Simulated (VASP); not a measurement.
Crystal: Sb2Te4O.

```xyz
7
Lattice="2.0500 1.1836 13.5333 -2.0500 1.1836 13.5333 0.0000 -2.3671 13.5333" Properties=species:S:1:pos:R:3 pbc="T T T"
Sb    0.0000    0.0000   12.0176
Sb    0.0000    0.0000   28.5824
Te    0.0000    0.0000   23.7672
Te    0.0000    0.0000   16.8328
Te    0.0000    0.0000    5.1968
Te    0.0000    0.0000   35.4032
O     0.0000    0.0000    0.0000
```

The cell was built by a generator and needn't be a form met in nature.

* Program: VASP 6.6.1
* Task: relaxation of cell and atoms
* Functional: PBE
* Potentials or basis: VASP PAW PBE potentials, release 64 (Sb, Te, O)
* Cutoff: 520 eV
* k mesh: 4 × 4 × 4
* Occupations: gaussian, width 0.15 eV
* Spin: no spin polarisation

At the start: pressure 1.4 GPa; volume 28.15 Å³/atom.

Question: Where does the relaxation end?

Answer: Over 14 steps the energy falls by 258.9 meV/atom and the volume is 27.30 Å³/atom (-3.0 %); space group R-3m (No. 166, to 0.05 Å).

The path:
| step | energy change (eV) | largest force (eV/Å) | pressure (GPa) | volume (Å³) |
| --- | --- | --- | --- | --- |
| 1 | 0.0000 | 1.8709 | 1.36 | 197.02 |
| 2 | -0.4798 | 1.4082 | -2.05 | 203.89 |
| 3 | -0.6491 | 1.1136 | -4.13 | 209.83 |
| 4 | -1.0148 | 1.2167 | -3.32 | 202.72 |
| 5 | -1.6527 | 0.8159 | 1.69 | 182.34 |
| 6 | -1.6517 | 0.7011 | 2.25 | 180.97 |
| 7 | -1.7237 | 0.4104 | 2.49 | 182.36 |
| 8 | -1.7240 | 0.3991 | 2.39 | 182.28 |
| 9 | -1.7952 | 0.3525 | 0.32 | 190.00 |
| 10 | -1.7932 | 0.3366 | -0.57 | 192.51 |
| 11 | -1.7947 | 0.3376 | -0.57 | 191.76 |
| 12 | -1.7954 | 0.3416 | -0.37 | 190.88 |
| 13 | -1.8088 | 0.1595 | -0.12 | 190.99 |
| 14 | -1.8120 | 0.0244 | 0.04 | 191.08 |

Final structure:
```
CELL_PARAMETERS angstrom
2.02910 1.17150 13.39715
-2.02910 1.17150 13.39715
0.00000 -2.34300 13.39715
ATOMIC_POSITIONS crystal
Sb 0.30302 0.30302 0.30302
Sb 0.69698 0.69698 0.69698
Te 0.58987 0.58987 0.58987
Te 0.41013 0.41013 0.41013
Te 0.14124 0.14124 0.14124
Te 0.85876 0.85876 0.85876
O 0.00000 0.00000 0.00000
```

Caveat: the k mesh is coarse (spacing up to 0.44 Å⁻¹), so the values aren't converged; the relaxation stopped at a loose force limit of 0.08 eV/Å, so its end isn't a converged minimum.
